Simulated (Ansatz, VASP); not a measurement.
**NaF (NaF (Fm-3m)): VASP beside Ansatz**

One calculation is typed for both programs; each brings its own data sets. How far apart do they land? The cell is taken from a series of runs on this material, whose earlier steps may have relaxed, scaled, displaced or heated it; both programs get it as it stands.

Method: plane waves, with VASP 6.6.1 beside it; single point at PBE0 form with 52.6 % exact exchange with an exact-exchange share of 0.526, in Ansatz 0.2.0.

### Step 1. The starting structure

Symmetry: Fm-3m, No. 225, cubic system. Conventional cell: a = 4.627 Å, b = 4.627 Å, c = 4.627 Å, α = 90.00°, β = 90.00°, γ = 90.00°. Nearest to Na lie 6 F at 2.31 Å. Nearest to F lie 6 Na at 2.31 Å. Farther neighbours and most contacts between anions are not listed.

### Step 2. Ansatz: single point, PBE0 form with 52.6 % exact exchange with an exact-exchange share of 0.526

Ansatz runs on its default PAW (the set named soft_2) files.

A single point gives forces, pressure and levels at one fixed geometry, so differences don't come from the geometry; what else differs is listed under the comparison.

input.yaml reads:

```yaml
crystal:
  lattice:
    - [0.0, 2.31374787, 2.31374787]
    - [2.31374787, 0.0, 2.31374787]
    - [2.31374787, 2.31374787, 0.0]
  atoms:
    - { symbol: Na, position: [0.0, 0.0, 0.0] }
    - { symbol: F, position: [0.5, 0.5, 0.5] }
basis:
  ecutwfc: 420.0
  ecutrho_ratio: 4
  xc_grid: 2
  fft_grid_basis: typed
  precision: f64
kpoints:
  mp_grid: { grid: [3, 3, 3] }
  band_path: { path: [VBM, CBM], npoints: 1 }
hamiltonian:
  xc: { exchange: pbe, correlation: pbe, exx: { coeff: 0.526 } }
  pseudopotentials: { kind: paw }
scf:
  max_iter: 100
  occupations: { method: fixed }
output:
  forces: true
checkpoint:
  write: "../host.hyb2.run"
  compress: false
  write_wavefunctions: true
  write_every: 100000
```

Launch:

```console
> ansatz run input.yaml --threads 32 --pin off --max-ram 84787MiB --backend cuda --events-out ev --progress --plain --runs-dir out --max-vram 78GiB
```

Numbers of over 12 decimals in the logs are rounded to 6 here.

What it wrote:

```text
Engine: ansatz 0.2.0, aarch64-unknown-linux-gnu
Pseudopotentials: kind: paw
Pseudopotential: Na, paw, valence charge 9, recommended cutoff 420 eV (normal), Na.paw.azcp
Pseudopotential: F, paw, valence charge 7, recommended cutoff 420 eV (normal), F.paw.azcp
Functional definition: unnamed
  parameter a_1 = 0.526
  exchange = (1 - a_1)*pbe_x + a_1*exact_x
  correlation = pbe_c
davidson cushion auto → on  (no smearing: the cushion is to keep the highest requested band from converging to the state above it; pin scf.eigensolver.cushion to override)
device memory: the entry about to start is reckoned to put 0.9 GiB on a device that reports 167.4 GiB free (of which the cap on the GPU budget leaves the run 78.0 GiB)
GPU FFT provider: cuFFT
GPU libraries: cuBLAS 13.8.1, cuFFT 12.4.0, cuSOLVER 12.3.2
Crystal: 2 atoms, lattice volume = 24.773 Å³
Basis set: ecut = 420 eV, 531 PW (Γ), exchange–correlation on 48×48×48 points (8 copies of the dense FFT grid, shifted against one another)
Bands: 12, of which v1, the nominal top of the filled ones, is band 8 counted from 1 (7 counted from 0)
Symmetry: 48 space group operations
Space group: Fm-3m (ITA 225), of the structure as read, at distance tolerance 2.9e-5 Å
k-points: 4 of 27
Non-local potential: Na, projectors of the file, l = 0: 3, l = 1: 2, l = 2: 1
Non-local potential: F, projectors of the file, l = 0: 2, l = 1: 2, l = 2: 1
PAW form: soft (Blöchl's): semilocal exchange-correlation on the pseudo side does not see the compensation charge
PAW frozen core: Na, regenerated for the run's functional, and the local potential with it (the file was generated under x = pbe(κ = 0.804, μ = 0.219515), c = pbe(β = 0.066725))
PAW frozen core: F, regenerated for the run's functional, and the local potential with it (the file was generated under x = pbe(κ = 0.804, μ = 0.219515), c = pbe(β = 0.066725))
PAW one-centre angular grid: Na, 110 points (default); XC on 64 Gauss nodes
PAW one-centre angular grid: F, 110 points (default); XC on 64 Gauss nodes
Initial density: superposition of atomic densities (neutral atoms: chi_scale 0, normalization atom), corrected by the library's trained network
Initial wavefunctions: pseudopotential atomic-orbital guess
GPU buffer pool allocated for 13824 grid points (all kernels)
GPU transforms: local potential and band sums: pruned to the plane-wave sphere, on 24×24×24
Functional: x = pbe(κ = 0.804, μ = 0.219515), c = pbe(β = 0.066725), warm-up for x = 0.474 pbe(κ = 0.804, μ = 0.219515) + 0.526 exact, c = pbe(β = 0.066725)
SCF iter   1: F=—  HF=-2297.415905 eV  |Δ(HF+E_count)|=         —  Δρ=4.59e-4  dr2=1.86e-5  Hψ=345
preconditioner: auto → none  [insulator: Δε(μ)=6.325 eV  Ē_g=26.570 eV  n_scr=8 (ndim 8)  ℏωp=27.9 eV  f_vac=0.108]
SCF iter   2: F=-2297.416051 eV  HF=-2297.416014 eV  |Δ(HF+E_count)|=   1.09e-4  Δρ=2.35e-4  dr2=4.75e-6  Hψ=157
SCF 1 stopped early in 2 iterations: F = -2297.416051 eV  dr2 = 4.75e-6
  greatest PAW one-centre occupation: 0.999 electrons in one spin orbital (limit 2), on the Na atom at site 0 (counted from 0), in its partial waves of l = 0
device memory: the entry about to start is reckoned to put 1.2 GiB on a device that reports 167.4 GiB free (of which the cap on the GPU budget leaves the run 78.0 GiB)
GPU FFT provider: cuFFT
GPU libraries: cuBLAS 13.8.1, cuFFT 12.4.0, cuSOLVER 12.3.2
Initial density: handed on by an earlier stage of this run
Initial wavefunctions: those handed on with the density
GPU buffer pool allocated for 13824 grid points (all kernels)
GPU transforms: local potential and band sums: pruned to the plane-wave sphere, on 24×24×24
Functional: x = 0.474 pbe(κ = 0.804, μ = 0.219515) + 0.526 exact, c = pbe(β = 0.066725)
Exchange kernel: α = 0.5260, full range, Wigner–Seitz truncation, v(0) = 2651.3885 eV·Å³, q-mesh 3×3×3, nearest image of the exchange supercell L = 9.82 Å, pair-density grid 15×15×15, without the augmentation charges, whose exchange is taken in its separable form by FFT convolution over the k-point mesh (sized by the pseudopotential files, 18×18×18 at the most), smooth part of the exact exchange by density-matrix con
Frozen-core exchange: fock
SCF iter   1: F=—  HF=-2298.062918 eV  |Δ(HF+E_count)|=         —  Δρ=1.54e-2  dr2=4.84e-2  Hψ=242
preconditioner: auto → none  [insulator: Δε(μ)=12.722 eV  Ē_g=35.096 eV  n_scr=8 (ndim 8)  ℏωp=27.9 eV  f_vac=0.108]
SCF iter   2: F=—  HF=-2298.042118 eV  |Δ(HF+E_count)|=   2.08e-2  Δρ=7.40e-3  dr2=1.01e-2  Hψ=210
SCF iter   3: F=—  HF=-2298.069354 eV  |Δ(HF+E_count)|=   2.72e-2  Δρ=4.26e-3  dr2=4.45e-3  Hψ=205
SCF iter   4: F=—  HF=-2298.067667 eV  |Δ(HF+E_count)|=   1.69e-3  Δρ=7.14e-4  dr2=4.09e-4  Hψ=175
SCF iter   5: F=—  HF=-2298.068604 eV  |Δ(HF+E_count)|=   9.37e-4  Δρ=8.96e-4  dr2=1.88e-4  Hψ=147
SCF iter   6: F=-2298.068554 eV  HF=-2298.068566 eV  |Δ(HF+E_count)|=   3.75e-5  Δρ=2.78e-4  dr2=1.56e-5  Hψ=145
SCF 2 stopped early in 6 iterations: F = -2298.068554 eV  dr2 = 1.56e-5
hybrid outer 1: dexx = +3.584e-2 eV, tail = 2.47e-4 eV
GPU FFT provider: cuFFT
GPU libraries: cuBLAS 13.8.1, cuFFT 12.4.0, cuSOLVER 12.3.2
GPU buffer pool allocated for 13824 grid points (all kernels)
GPU transforms: local potential and band sums: pruned to the plane-wave sphere, on 24×24×24
Exchange kernel: α = 0.5260, full range, Wigner–Seitz truncation, v(0) = 2651.3885 eV·Å³, q-mesh 3×3×3, nearest image of the exchange supercell L = 9.82 Å, pair-density grid 15×15×15, without the augmentation charges, whose exchange is taken in its separable form by FFT convolution over the k-point mesh (sized by the pseudopotential files, 18×18×18 at the most), smooth part of the exact exchange by density-matrix con
Frozen-core exchange: fock
SCF iter   1: F=—  HF=-2298.069441 eV  |Δ(HF+E_count)|=         —  Δρ=3.05e-4  dr2=1.01e-5  Hψ=113
preconditioner: auto → none  [insulator: Δε(μ)=12.635 eV  Ē_g=34.919 eV  n_scr=8 (ndim 8)  ℏωp=27.9 eV  f_vac=0.173]
SCF iter   2: F=—  HF=-2298.069443 eV  |Δ(HF+E_count)|=   1.97e-6  Δρ=1.62e-4  dr2=1.95e-6  Hψ=151
iter 3 solved again at ethr=1.02e-9 eV; its pass at ethr=1.19e-8 eV (dr2=1.63e-7 eV) is discarded
SCF iter   3: F=—  HF=-2298.069442 eV  |Δ(HF+E_count)|=   6.75e-7  Δρ=4.05e-5  dr2=2.00e-7  Hψ=271
SCF iter   4: F=-2298.069442 eV  HF=-2298.069442 eV  |Δ(HF+E_count)|=   1.73e-7  Δρ=1.58e-5  dr2=2.53e-8  Hψ=112
SCF 3 converged in 4 iterations: F = -2298.069442 eV  dr2 = 2.53e-8
  Residual-converged pass: ⟨swp⟩=3.0  Hψ=108  notcnv=0  max |occ|·‖R‖ = 6.5e-6 eV (tolerance 6.7e-6 eV)  dr2=2.55e-8  dr2_onsite=1.92e-8  max |Δocc| = 0.0e0
hybrid outer 2: dexx = +6.581e-6 eV, tail = 4.99e-7 eV, Δε = 1.10e-2 eV (about 6.99e-4 eV left of the loop's levels)
device memory: the entry about to start is reckoned to put 0.3 GiB on a device that reports 167.8 GiB free (of which the cap on the GPU budget leaves the run 78.0 GiB)
NSCF: frozen V_eff on 16 k-points, pencils in batches of 32, up to order 56
device memory: the entry about to start is reckoned to put 0.3 GiB on a device that reports 167.5 GiB free (of which the cap on the GPU budget leaves the run 78.0 GiB)
NSCF: frozen V_eff on 16 k-points, pencils in batches of 32, up to order 56
device memory: the entry about to start is reckoned to put 0.3 GiB on a device that reports 167.5 GiB free (of which the cap on the GPU budget leaves the run 78.0 GiB)
NSCF: frozen V_eff on 5 k-points
device memory: the entry about to start is reckoned to put 0.3 GiB on a device that reports 167.4 GiB free (of which the cap on the GPU budget leaves the run 78.0 GiB)
NSCF: frozen V_eff on 2 k-points
device memory: the entry about to start is reckoned to put 0.3 GiB on a device that reports 167.3 GiB free (of which the cap on the GPU budget leaves the run 78.0 GiB)
NSCF: frozen V_eff on 2 k-points
device memory: the entry about to start is reckoned to put 0.3 GiB on a device that reports 167.3 GiB free (of which the cap on the GPU budget leaves the run 78.0 GiB)
NSCF: frozen V_eff on 2 k-points
device memory: the entry about to start is reckoned to put 0.3 GiB on a device that reports 167.4 GiB free (of which the cap on the GPU budget leaves the run 78.0 GiB)
NSCF: frozen V_eff on 2 k-points
device memory: the entry about to start is reckoned to put 0.3 GiB on a device that reports 167.4 GiB free (of which the cap on the GPU budget leaves the run 78.0 GiB)
NSCF: frozen V_eff on 2 k-points
device memory: the entry about to start is reckoned to put 0.3 GiB on a device that reports 167.3 GiB free (of which the cap on the GPU budget leaves the run 78.0 GiB)
NSCF: frozen V_eff on 2 k-points
hybrid SCF converged: 2 outer / 10 inner (+2 warm-up), last move |dexx| = 6.58e-6 eV, tail = 4.99e-7 eV
Stability not checked: this state was not tested for a lower state beside it, because the functional holds exact exchange (a hybrid, or Hartree-Fock), whose exchange loop this test does not read (fock_operator; see scf.lower_state_search)
Free energy (F): -2298.069442 eV
Frozen-core exchange: fock
Harris-Foulkes:  -2298.069443 eV  (|F-HF|=3.46e-8)
Internal energy: -2298.069442 eV  (E = F + TS)
E sigma→0 (E₀):  -2298.069442 eV
Fermi energy:    -3.445807 eV
--- Per-component energies (eV) ---
  E_band       = -341.278851
  E_kinetic    = 333.922644
  E_local      = -1697.432004  (includes V_loc(G=0)·N_el)
  E_nonlocal   = 186.407402
  E_hartree    = 605.513946
  E_xc         = -62.044246
  E_vxc        = -79.558522  (∫ρ·V_xc dr)
  E_exx        = -161.718010  (= α·E_x^exact, valence–valence)
  E_paw        = -361.606782  (= ΣΔE_a)
  E_vpaw       = 27.790116  (= ΣTr[D̂ρ^β])
  E_aug_tail   = 0.001993  (compensation charges beyond the density's cutoff)
  E_ewald      = -1140.985725
  E_core_change = -0.128664  (= ΣΔE_core)
  E_smearing   = -0.000000  (= −TS)
  E_closure    = 0.000005  (closes the sum)
  Σ components = -2298.069442   (vs F -2298.069442, Δ=0.00e0)
--- Forces (eV/Å), atoms counted from 1 ---
  atom   1  Na     0.00000000    -0.00000000     0.00000000
  atom   2  F      0.00000000    -0.00000000     0.00000000
  max |Σ_I F_I| component: 2.97e-29 eV/Å
--- Band table (eV) ---
  k-point 0: bands = ["-56.9738", "-25.8785", "-25.1770", "-25.1770", "-25.1770", "-3.4458", "-3.4458", "-3.4458", "9.1873", "22.1815"]
  k-point 1: bands = ["-56.9646", "-26.2671", "-25.1841", "-25.1841", "-24.6724", "-4.7368", "-3.6607", "-3.6607", "12.2124", "17.1078"]
  k-point 2: bands = ["-56.9616", "-25.9610", "-25.2143", "-25.2143", "-24.9700", "-4.6369", "-3.7930", "-3.7930", "13.2600", "16.8832"]
  k-point 3: bands = ["-56.9586", "-26.0738", "-25.2685", "-25.2030", "-24.7812", "-4.5285", "-4.4191", "-3.8253", "15.2604", "16.4697"]
  guard bands above this table: 2 of the run's 12 bands. The solve was not asked for them (output.publish_guard_bands: true or output.eigenvalues: true publishes all)
```

### Step 3. VASP: single point, PBE0 form with 52.6 % exact exchange with an exact-exchange share of 0.526

The same cell, functional and mesh now go to VASP, with its own data sets.

Lines of VASP's logs that name or quote its potential files are left out, and so is its time.

The run reads the wave functions of an earlier VASP run, which isn't shown here.

INCAR reads:

```
SYSTEM = NaF
PREC = Accurate
ENCUT = 520
EDIFF = 1E-06
NELM = 100
ISMEAR = 0
SIGMA = 0.01
LREAL = .FALSE.
ALGO = Normal
LHFCALC = .TRUE.
AEXX = 0.526
GGA = PE
LASPH = .TRUE.
NBANDS = 13
PRECFOCK = Fast
LORBIT = 11
LWAVE = .FALSE.
LCHARG = .FALSE.
ISIF = 2
```

POSCAR reads:

```
NaF
1.0
    0.0000000000      2.3137478700      2.3137478700
    2.3137478700      0.0000000000      2.3137478700
    2.3137478700      2.3137478700      0.0000000000
Na F
1 1
Direct
    0.0000000000      0.0000000000      0.0000000000
    0.5000000000      0.5000000000      0.5000000000
```

KPOINTS reads:

```
Automatic mesh
0
Gamma
3 3 3
0 0 0
```

The projector-augmented-wave data sets are Na_pv and F (PBE family, release 64).

Launch:

```console
> export OMP_NUM_THREADS=3
> mpirun -np 1 vasp_std
```

What it wrote:

```text
[banner, memory and clock lines left out]
running    1 mpi-ranks, on    1 nodes
 distrk:  each k-point on    1 cores,    1 groups
 distr:  one band on    1 cores,    1 groups
 Offloading initialized ...    1 GPUs detected
 POSCAR found type information on POSCAR NaF
 POSCAR found :  2 types and       2 ions
 LDA part: xc-table for (Slater+PW92), standard interpolation
 found WAVECAR, reading the header
 POSCAR, INCAR and KPOINTS ok, starting setup
 FFT: planning ... GRIDC
 FFT: planning ... GRID_SOFT
 FFT: planning ... GRID
 reading WAVECAR
 the WAVECAR file was read successfully
 initial charge from wavefunction
 entering main loop
       N       E                     dE             d eps       ncg     rms          rms(c)
DAV:   1    -0.135115191078E+02   -0.13512E+02   -0.90397E-01   104   0.102E+01    0.610E-01
DAV:   2    -0.135284783848E+02   -0.16959E-01   -0.43125E-02   104   0.245E+00    0.447E-01
DAV:   3    -0.135223733790E+02    0.61050E-02   -0.88021E-03   114   0.122E+00    0.260E-01
DAV:   4    -0.135220197964E+02    0.35358E-03   -0.32606E-03   119   0.626E-01    0.196E-01
DAV:   5    -0.135218318052E+02    0.18799E-03   -0.26042E-04   114   0.251E-01    0.124E-01
DAV:   6    -0.135216967991E+02    0.13501E-03   -0.15064E-04   104   0.193E-01    0.597E-02
DAV:   7    -0.135216800890E+02    0.16710E-04   -0.60642E-05   104   0.855E-02    0.283E-02
DAV:   8    -0.135216746311E+02    0.54579E-05   -0.55191E-06   104   0.481E-02    0.162E-02
DAV:   9    -0.135216722509E+02    0.23802E-05   -0.28678E-06   104   0.364E-02    0.101E-02
DAV:  10    -0.135216723232E+02   -0.72302E-07   -0.15271E-06   104   0.205E-02
   1 F= -.13521672E+02 E0= -.13521672E+02  d E =-.265091E-13
```

Parts of OUTCAR (step 3):

```text
ion  position               nearest neighbor table
   1  0.000  0.000  0.000-   2 2.31   2 2.31   2 2.31   2 2.31   2 2.31   2 2.31
   2  0.500  0.500  0.500-   1 2.31   1 2.31   1 2.31   1 2.31   1 2.31   1 2.31

  LATTYP: Found a face centered cubic cell.
 ALAT       =     4.6274957400

 Subroutine GETGRP returns: Found 48 space group operations
 (whereof 48 operations were pure point group operations)

The static configuration has the point symmetry O_h .

 Found      4 irreducible k-points:

   k-points           NKPTS =      4   k-points in BZ     NKDIM =     27   number of bands    NBANDS=     13

   dimension x,y,z NGX =    24 NGY =   24 NGZ =   24
   dimension x,y,z NGXF=    48 NGYF=   48 NGZF=   48

   ENCUT  =  520.0 eV  38.22 Ry    6.18 a.u.   6.08  6.08  6.08*2*pi/ulx,y,z

   NELECT =      14.0000    total number of electrons

 k-points in reciprocal lattice and weights: Automatic mesh
   0.00000000  0.00000000  0.00000000       0.037
   0.33333333  0.00000000  0.00000000       0.296
   0.33333333  0.33333333  0.00000000       0.222
  -0.33333333  0.33333333  0.00000000       0.444

  exchange ACFDT corr.  =         0.00000000  see jH, gK, PRB 81, 115126

 average (electrostatic) potential at core
       1 -33.0077       2 -61.3839

 E-fermi :  -6.5404

 k-point     1 :       0.0000    0.0000    0.0000
  band No.  band energies     occupation
    ...
      3     -28.4515      2.00000
      4     -28.4515      2.00000
      5      -6.5894      2.00000
      6      -6.5893      2.00000
      7      -6.5891      2.00000
      8       6.0647      0.00000
      9      19.1985      0.00000
     10      19.1985      0.00000
     11      19.1985      0.00000
     12      21.4349      0.00000
    ...

 k-point     2 :       0.3333    0.0000    0.0000
  band No.  band energies     occupation
    ...
      3     -28.4581      2.00000
      4     -27.8938      2.00000
      5      -7.8733      2.00000
      6      -6.7989      2.00000
      7      -6.7986      2.00000
      8       9.0866      0.00000
      9      14.0191      0.00000
     10      20.3509      0.00000
     11      20.3509      0.00000
     12      23.3454      0.00000
    ...

 k-point     3 :       0.3333    0.3333    0.0000
  band No.  band energies     occupation
    ...
      3     -28.4876      2.00000
      4     -28.1949      2.00000
      5      -7.7716      2.00000
      6      -6.9334      2.00000
      7      -6.9333      2.00000
      8      10.1292      0.00000
      9      13.8478      0.00000
     10      17.4054      0.00000
     11      20.1751      0.00000
     12      20.1751      0.00000
    ...

  Total       -0.3173509     -0.3173509     -0.3173509     -0.0000000     -0.0000000      0.0000000
  in kB      -20.5244814    -20.5244814    -20.5244814     -0.0000000     -0.0000000      0.0000000
  external PRESSURE =     -20.5244814 kB  Pullay stress =       0.0000000 kB

  energy-cutoff  :      520.00
  volume of cell :       24.77
      direct lattice vectors                 reciprocal lattice vectors
     0.000000000  2.313747870  2.313747870    -0.216099605  0.216099605  0.216099605
     2.313747870  0.000000000  2.313747870     0.216099605 -0.216099605  0.216099605
     2.313747870  2.313747870  0.000000000     0.216099605  0.216099605 -0.216099605

 POSITION                                       TOTAL-FORCE (eV/Angst)
 -----------------------------------------------------------------------------------
      0.00000      0.00000      0.00000         0.000000     -0.000000     -0.000000
      2.31375      2.31375      2.31375         0.000000      0.000000      0.000000
 -----------------------------------------------------------------------------------
    total drift:                               -0.000000     -0.000000      0.000000

  FREE ENERGIE OF THE ION-ELECTRON SYSTEM (eV)
  ---------------------------------------------------
  free  energy   TOTEN  =       -13.5216723232 eV

  energy  without entropy=      -13.5216723232  energy(sigma->0) =      -13.52167232

 total charge
# of ion       s       p       d       tot
------------------------------------------
    1        0.041   6.001   0.000   6.042
    2        1.746   4.448   0.000   6.193
--------------------------------------------------
tot          1.787  10.449   0.000  12.236

[... 1 further part left out ...]
```

The run ends at a pressure of -2.05 GPa.

### Step 4. Differences

Known differences besides the potentials themselves: exact exchange at q = 0 is treated differently, which shows on coarse meshes; VASP keeps PBE cores, Ansatz makes them for the functional; fixed occupations in Ansatz, narrow Gaussian smearing in VASP; the data sets hold 16 valence electrons in Ansatz (on its default PAW (the set named soft_2) files) and 14 in VASP; the cutoff is 420 eV in Ansatz and 520 eV in VASP; VASP takes a coarser grid for exact exchange (PRECFOCK = Fast). Total energies have different zeros and are not compared.

The two programs side by side:

| quantity | Ansatz | VASP | difference |
| --- | --- | --- | --- |
| gap on the k mesh (eV) | 12.633 | 12.654 | -0.021 |

A gap on the mesh is an upper bound, since the band edges may lie between its points.

### Step 5. What came out

| Property | Result |
| --- | --- |
| difference in gap on the k mesh (single point, PBE0 form with 52.6 % exact exchange with an exact-exchange share of 0.526) | -0.021 eV |

The difference in gap on the k mesh is -0.021 eV (single point, PBE0 form with 52.6 % exact exchange with an exact-exchange share of 0.526), within the 0.08 eV picked in this series as the mark of a large difference. The data sets hold unlike numbers of valence electrons (16 in Ansatz and 14 in VASP), so part of the differences comes from the potentials. Such differences can come from data sets, numerical settings and the points named under the comparisons, not from the functional's error against experiment.

[Lines on the potential files, build, host, timing and source positions are cut from VASP's logs without a mark.]

[Logs are printed without paths, hosts, clocks, repeated set-up lines and the standing remarks that a program may print on its own settings, such as how far it seeks lower states.]

[Hosts, paths, dates, database ids (printed as entryN), source tags and the programs' standing remarks are cut or masked in the printed files.]
